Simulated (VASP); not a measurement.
OSZICAR of a VASP run on Tl (hcp):

OSZICAR:
```
       N       E                     dE             d eps       ncg     rms          rms(c)
DAV:   1     0.125830326780E+03    0.12583E+03   -0.14228E+04  2864   0.142E+03
DAV:   2    -0.247304586531E+01   -0.12830E+03   -0.12686E+03  3025   0.290E+02
DAV:   3    -0.460573397946E+01   -0.21327E+01   -0.21225E+01  3460   0.335E+01
DAV:   4    -0.461933621547E+01   -0.13602E-01   -0.13602E-01  3166   0.257E+00
DAV:   5    -0.461949739157E+01   -0.16118E-03   -0.16119E-03  3336   0.294E-01    0.215E+00
DAV:   6    -0.454852793459E+01    0.70969E-01   -0.15226E-01  2956   0.323E+00    0.151E+00
DAV:   7    -0.453836526032E+01    0.10163E-01   -0.39365E-02  2976   0.163E+00    0.827E-01
DAV:   8    -0.453785104509E+01    0.51422E-03   -0.86463E-04  2975   0.248E-01    0.621E-02
DAV:   9    -0.453784579124E+01    0.52539E-05   -0.21985E-05  3459   0.411E-02    0.117E-02
DAV:  10    -0.453785159502E+01   -0.58038E-05   -0.53608E-06  2984   0.216E-02    0.346E-03
DAV:  11    -0.453785135432E+01    0.24070E-06   -0.76316E-08  1881   0.271E-03    0.457E-04
DAV:  12    -0.453785148375E+01   -0.12943E-06   -0.14863E-08  1574   0.109E-03    0.768E-05
DAV:  13    -0.453785148050E+01    0.32542E-08   -0.21758E-09  1530   0.397E-04
   1 F= -.45378515E+01 E0= -.45378515E+01  d E =0.000000E+00
```

### Question
Which electronic solver shows in the log?

### Answer
It is blocked Davidson (ALGO = Normal, or the opening steps of other solvers). The INCAR had ALGO = Normal.

### Question
Can the final energy be trusted as converged?

### Answer
Self-consistency was reached. It stopped with EDIFF = 1E-7, NELM = 100 (PW91 GGA, plane waves, VASP's PBE PAW potentials (set 64)).

The compound is Tl in the hcp structure. It was relaxed first, which changed the volume by +9 %.
